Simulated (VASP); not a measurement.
Given:

```
CELL_PARAMETERS angstrom
      5.32020     0.00000     0.00000
      0.00000     5.32020     0.00000
      0.00000     0.00000     5.32020
ATOMIC_POSITIONS crystal
  Cs 0.00000 0.00000 0.00000
  Cd 0.50000 0.50000 0.50000
  Cl 0.00000 0.50000 0.50000
  Cl 0.50000 0.00000 0.50000
  Cl 0.50000 0.50000 0.00000
```

Level of theory: LDA (Ceperley-Alder, Perdew-Zunger), VASP's LDA PAW potentials (set 64) (plane waves; VASP). Run with 300 eV cut-off, 5×5×5 Γ-centred mesh, Gaussian smearing of 0.010 eV, potentials Cs_sv Cd Cl.

At this cut-off the stress carries a Pulay error, which pulls relaxed volumes low.

**Question.** Give the stress tensor in GPa (positive for a compressed cell).

**Answer.** 
```
-3.83   0.00   0.00
 0.00  -3.83   0.00
 0.00   0.00  -3.83
```
The pressure is its mean diagonal, -3.83 GPa.

The structure comes from a computed database's CsCdCl3 entry (Pm-3m); how it stands against other phases isn't given here. The cell was not relaxed at this level.
